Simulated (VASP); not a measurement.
Input:

```
MnC
1.0
    3.29823     0.00000     0.00000
   -1.64912     2.85635     0.00000
    0.00000     0.00000     3.89966
Mn C
2 2
Cartesian
  0.00000   1.90424   3.65604
  1.64912   0.95212   1.70621
  0.00000   1.90424   1.70599
  1.64912   0.95212   3.65582
```
Starting moments (μB, in the order of the record's atoms Mn Mn C C): 1.2 1.2 -0.1 -0.1.

Calculation: PBEsol GGA, VASP's PBE PAW potentials (set 64) (plane waves; VASP). Run with 520 eV cut-off, 12×12×9 Γ-centred mesh, tetrahedra with Blöchl corrections, potentials Mn_pv C.

Q: Predict the cell moment, energy per atom (σ→0), band gap (on the k-mesh) with the smallest direct gap where there is one.

A: 
| Item | Value |
|---|---|
| band gap (on the k-mesh) | none (metal, semimetal or under 0.01 eV) |
| cell moment | 2.09 μB |
| energy per atom (σ→0) | -9.508 eV/atom |

Q: Give the moment on each site (PAW-sphere projection).

A: 
```tsv
site	moment (μB)
Mn1	1.16
Mn2	1.16
C3	-0.11
C4	-0.11
```

Total energies compare only between runs with the same potentials, cut-off and functional.

The structure was generated: MnC was put into the wurtzite type (P6_3mc), which need not be its known phase. It was relaxed first, which changed the volume by -40 %. The relaxed cell has space group P6_3/mmc.
